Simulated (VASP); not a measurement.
# Ta3Cu (I4/mmm) in VASP: equation of state, part 2 of 2

VASP 6.6.1. Earlier steps stand in the parts before.

## Step 4: Equation of state, PBE, 16.60 Å³/atom (volume scaled by 0.98)

File INCAR:

```
SYSTEM = Ta3Cu
PREC = Accurate ; ENCUT = 520
EDIFF = 1E-7 ; ISMEAR = -1
SIGMA = 0.05 ; LREAL = .False.
LASPH = .True. ; NELM = 100
ALGO = Normal ; ISIF = 2
LWAVE = .False. ; LCHARG = .False.
GGA = PE ; NBANDS = 30
```

File KPOINTS:

```
Automatic mesh
0
Gamma
  9 9 9
  0 0 0
```

File POSCAR:

```
Ta3Cu
1.0
   -1.9930401043      1.9930401043      4.1799263973
    1.9930401043     -1.9930401043      4.1799263973
    1.9930401043      1.9930401043     -4.1799263973
Ta Cu
3 1
Direct
    0.5000000000      0.5000000000      0.0000000000
    0.2500000000      0.7500000000      0.5000000000
    0.7500000000      0.2500000000      0.5000000000
    0.0000000000      0.0000000000      0.0000000000
```

Started as:

```sh
> cat potpaw_PBE.64/Ta_pv/POTCAR potpaw_PBE.64/Cu/POTCAR > POTCAR
> mpirun -np 1 vasp_std > vasp.out
```

It took 6.5 min on 1 thread of Intel Xeon Platinum 8559C (Emerald Rapids), shared host; peak memory 0.31 GiB.

The run converged. Its results:

```yaml
Free_energy: -38.4988 eV
Pressure: 4.6 GPa
Band_gap_on_the_k_mesh: none (metal or under the smearing width)
```

## Step 5: Equation of state, PBE, 17.28 Å³/atom (volume scaled by 1.02)

File INCAR:

```
SYSTEM = Ta3Cu
ALGO = Normal ; EDIFF = 1E-7
ENCUT = 520 ; GGA = PE
ISIF = 2 ; ISMEAR = -1
LASPH = .True. ; LCHARG = .False.
LREAL = .False. ; LWAVE = .False.
NBANDS = 30 ; NELM = 80
PREC = Accurate ; SIGMA = 0.05
```

File KPOINTS:

```
k-points
0
Gamma
  9 9 9
  0 0 0
```

File POSCAR:

```
Ta3Cu
1.0
   -2.0197955131      2.0197955131      4.2360394877
    2.0197955131     -2.0197955131      4.2360394877
    2.0197955131      2.0197955131     -4.2360394877
Ta Cu
3 1
Direct
    0.5000000000      0.5000000000      0.0000000000
    0.2500000000      0.7500000000      0.5000000000
    0.7500000000      0.2500000000      0.5000000000
    0.0000000000      0.0000000000      0.0000000000
```

Started as:

```sh
> cat potpaw_PBE.64/Ta_pv/POTCAR potpaw_PBE.64/Cu/POTCAR > POTCAR
> mpirun -np 1 vasp_std > vasp.out
```

Wall time 3.4 min (1 thread of Intel Xeon Platinum 8559C (Emerald Rapids), shared host); peak memory 0.31 GiB.

Results (log left out):

```
Free energy            : -38.5127 eV
Pressure               : -2.8 GPa
Band gap on the k mesh : none (metal or under the smearing width)
```

## Step 6: Equation of state, PBE, 17.62 Å³/atom (volume scaled by 1.04)

File INCAR:

```
PREC = Accurate ; ENCUT = 520
EDIFF = 1E-7 ; ISMEAR = -1
SIGMA = 0.05 ; LREAL = F
LASPH = T ; NELM = 80
ALGO = Normal ; ISIF = 2
LWAVE = F ; LCHARG = F
GGA = PE ; NBANDS = 30
```

File KPOINTS:

```
regular mesh
0
Gamma
  9 9 9
```

File POSCAR:

```
Ta3Cu
1.0
   -2.0329114359      2.0329114359      4.2635470084
    2.0329114359     -2.0329114359      4.2635470084
    2.0329114359      2.0329114359     -4.2635470084
Ta Cu
3 1
Direct
    0.5000000000      0.5000000000      0.0000000000
    0.2500000000      0.7500000000      0.5000000000
    0.7500000000      0.2500000000      0.5000000000
    0.0000000000      0.0000000000      0.0000000000
```

Potentials or basis: VASP PAW PBE potentials, release 64 (Ta_pv, Cu).

Started as:

```sh
> cat potpaw_PBE.64/Ta_pv/POTCAR potpaw_PBE.64/Cu/POTCAR > POTCAR
> mpirun -np 1 vasp_std > vasp.out
```

OUTCAR:

```text
PREC = Accurate
   ENCUT = 520
   EDIFF = 1E-7
   ISMEAR = -1
   LREAL = F
   LASPH = T
   NELM = 80
   ISIF = 2
   GGA = PE

 Found     75 irreducible k-points:

 Following reciprocal coordinates:
            Coordinates               Weight
  0.000000  0.000000  0.000000      1.000000
  0.111111 -0.000000  0.000000      8.000000
  0.222222  0.000000  0.000000      8.000000
  0.333333 -0.000000  0.000000      8.000000
  0.444444  0.000000  0.000000      8.000000
  0.111111  0.111111  0.000000      8.000000
   k-points           NKPTS =     75   k-points in BZ     NKDIM =     75   number of bands    NBANDS=     30
   number of dos      NEDOS =    301   number of ions     NIONS =      4
   total plane-waves  NPLWV =  64000
   dimension x,y,z NGX =    40 NGY =   40 NGZ =   40
   dimension x,y,z NGXF=    80 NGYF=   80 NGZF=   80
   ions per type =               3   1
   NGX,Y,Z   is equivalent  to a cutoff of  12.93, 12.93, 12.93 a.u.
   NGXF,Y,Z  is equivalent  to a cutoff of  25.86, 25.86, 25.86 a.u.
 SYSTEM =  unknown system
   PREC   = accura    normal or accurate (medium, high low for compatibility)
   ISTART =      0    job   : 0-new  1-cont  2-samecut
[... 50 lines left out ...]
  ext. energy  EPLUGINS =         0.00000000
  ---------------------------------------------------
  free energy    TOTEN  =       -38.47569262 eV

  energy without entropy =      -38.44122192  energy(sigma->0) =      -38.45845727

 E-fermi :   5.6446     XC(G=0): -12.2802

 val. band max:        5.6312835906   @ k =  -0.2222   0.3333   0.1111
 cond. band min:       5.6544650543   @ k =   0.3333   0.3333   0.1111
 fundamental gap:      0.0231814638
 Fermi energy:         5.6446117369

 k-point     1 :       0.0000    0.0000    0.0000
  band No.  band energies     occupation
      1     -28.9921      2.00000
      2     -28.8516      2.00000
      3     -28.8516      2.00000
      4     -28.6993      2.00000
      5     -28.6993      2.00000
      6     -28.5564      2.00000
[... 187 lines left out ...]
     29      10.2476      0.00000
     30      10.2638      0.00000

 [... further k-points ...]
[... 5 lines left out ...]
  --------------------------------------------------------------------------------------
  -------------------------------------------------------------------------------------
  Total       -2.5948263     -2.5948263     -2.7309214      0.0000000      0.0000000     -0.0000000
  in kB      -58.9862667    -58.9862667    -62.0800155      0.0000000      0.0000000     -0.0000000
  external PRESSURE =     -60.0175163 kB  Pullay stress =       0.0000000 kB

 VOLUME and BASIS-vectors are now :
 -----------------------------------------------------------------------------
  energy-cutoff  :      520.00
  volume of cell :       70.48
      direct lattice vectors                 reciprocal lattice vectors
    -2.032911436  2.032911436  4.263547008     0.000000000  0.245952672  0.117273247
     2.032911436 -2.032911436  4.263547008     0.245952672  0.000000000  0.117273247
     2.032911436  2.032911436 -4.263547008     0.245952672  0.245952672  0.000000000

 POSITION                                       TOTAL-FORCE (eV/Angst)
 -----------------------------------------------------------------------------------
      0.00000      0.00000      4.26355         0.000000      0.000000      0.000000
      2.03291      0.00000      2.13177         0.000000     -0.000000     -0.000000
      0.00000      2.03291      2.13177        -0.000000      0.000000      0.000000
      0.00000      0.00000      0.00000         0.000000      0.000000      0.000000
 -----------------------------------------------------------------------------------
    total drift:                               -0.000000     -0.000000      0.000000

  FREE ENERGIE OF THE ION-ELECTRON SYSTEM (eV)
  ---------------------------------------------------
  free  energy   TOTEN  =       -38.4756926175 eV

  energy  without entropy=      -38.4412219154  energy(sigma->0) =      -38.45845727
```

OSZICAR:

```text
N       E                     dE             d eps       ncg     rms          rms(c)
DAV:   1     0.404065655538E+03    0.40407E+03   -0.23368E+04  4612   0.176E+03
DAV:   2    -0.183294580052E+02   -0.42240E+03   -0.41097E+03  4658   0.455E+02
DAV:   3    -0.414648628037E+02   -0.23135E+02   -0.21560E+02  5866   0.101E+02
[... 15 lines left out ...]
DAV:  19    -0.384756963089E+02    0.64227E-04   -0.11066E-04  6452   0.234E-01    0.184E-02
DAV:  20    -0.384756944240E+02    0.18848E-05   -0.28288E-05  5966   0.455E-02    0.103E-02
DAV:  21    -0.384756929553E+02    0.14688E-05   -0.17492E-06  5800   0.292E-02    0.452E-03
DAV:  22    -0.384756926573E+02    0.29793E-06   -0.84310E-07  5378   0.174E-02    0.107E-03
DAV:  23    -0.384756926175E+02    0.39830E-07   -0.68592E-08  2866   0.431E-03
   1 F= -.38475693E+02 E0= -.38458457E+02  d E =-.344707E-01
```

stdout:

```text
POSCAR found type information on POSCAR TaCu
 POSCAR found :  2 types and       4 ions
 scaLAPACK will be used
 LDA part: xc-table for (Slater+PW92), standard interpolation
 POSCAR, INCAR and KPOINTS ok, starting setup
 FFT: planning ... GRIDC
 FFT: planning ... GRID_SOFT
 FFT: planning ... GRID
 WAVECAR not read
 entering main loop
```

It took 4.3 min on 1 thread of Intel Xeon Platinum 8559C (Emerald Rapids), shared host; peak memory 0.32 GiB.

Results:

* Free energy: -38.4757 eV
* Pressure: -6.0 GPa
* Band gap on the k mesh: none (metal or under the smearing width)

## Step 7: Equation of state, PBE, 17.96 Å³/atom (volume scaled by 1.06)

File INCAR:

```
  PREC = Accurate
  ENCUT = 520
  EDIFF = 1E-7
  ISMEAR = -1
  SIGMA = 0.05
  LREAL = F
  LASPH = T
  NELM = 100
  ALGO = Normal
  ISIF = 2
  LWAVE = F
  LCHARG = F
  GGA = PE
  NBANDS = 30
```

File KPOINTS:

```
Automatic mesh
0
Gamma
  9 9 9
```

File POSCAR:

```
Ta3Cu
1.0
   -2.0458602655      2.0458602655      4.2907040909
    2.0458602655     -2.0458602655      4.2907040909
    2.0458602655      2.0458602655     -4.2907040909
Ta Cu
3 1
Direct
    0.5000000000      0.5000000000      0.0000000000
    0.2500000000      0.7500000000      0.5000000000
    0.7500000000      0.2500000000      0.5000000000
    0.0000000000      0.0000000000      0.0000000000
```

Started as:

```sh
> cat potpaw_PBE.64/Ta_pv/POTCAR potpaw_PBE.64/Cu/POTCAR > POTCAR
> mpirun -np 1 vasp_std > vasp.out
```

It took 3.3 min on 1 thread of Intel Xeon Platinum 8559C (Emerald Rapids), shared host; peak memory 0.33 GiB.

Results (log left out):

| Property | Result |
| --- | --- |
| Free energy | -38.4130 eV |
| Pressure | -8.9 GPa |
| Band gap on the k mesh | none (metal or under the smearing width) |

## Step 8: Equation of state, PBE

Potentials or basis: VASP PAW PBE potentials, release 64 (Ta_pv, Cu).

This step only gathers the single runs of the series.

Results:

```yaml
Equilibrium_volume: 17.01 Å³/atom
Bulk_modulus_at_fixed_shape_and_positions: 182 GPa
Pressure_derivative_of_the_bulk_modulus: 4.0
```

Energy against volume, from the lowest point:
```
volume (Å³/atom)  energy (meV/atom)
          15.926              43.78
          16.265              19.96
          16.604               5.66
          16.942               0.00
          17.281               2.17
          17.620              11.42
          17.959              27.10
```

Caveat: the cell was scaled at fixed shape and fractional positions, which overstates the stiffness of a crystal with free parameters, most of all of layers and chains. The run has no spin-orbit coupling, so splittings on Ta are missing.
